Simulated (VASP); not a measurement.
```
CELL_PARAMETERS angstrom
      3.89490    -2.16613    -0.02745
      3.89490     2.16613    -0.02745
      2.71531     0.00000     3.53415
ATOMIC_POSITIONS crystal
  Sb 0.23554 0.23554 0.23554
  Sb 0.76446 0.76446 0.76446
```

Method: PBEsol GGA, VASP's PBE PAW potentials (set 64) (plane waves; VASP 6.6.1). Settings: 480 eV cut-off, 8×8×8 Γ-centred mesh, Gaussian smearing of 0.050 eV, potentials Sb.

Energy and stress use the plane-wave basis of the starting cell.

### Question
The ions, cell shape and volume at an external pressure of 5.0 GPa are relaxed. What does this cell relax into?

### Answer

```
CELL_PARAMETERS angstrom
      3.72440    -2.11808    -0.05469
      3.72440     2.11808    -0.05469
      2.57099     0.00000     3.42789
ATOMIC_POSITIONS crystal
  Sb 0.24063 0.24063 0.24063
  Sb 0.75937 0.75937 0.75937
```
Space group R-3m (166), at a tolerance of 0.03 Å.

### Question
How do energy and volume change from the first to the last step?

### Answer
The energy (σ→0) changes by +36.5 meV/atom and the volume by -8.8 %, in 11 ionic steps.

The compound is Sb in the a7 structure. This run relaxes it under an external pressure of 5 GPa. Symmetry was kept, so distortions that lower it aren't found.
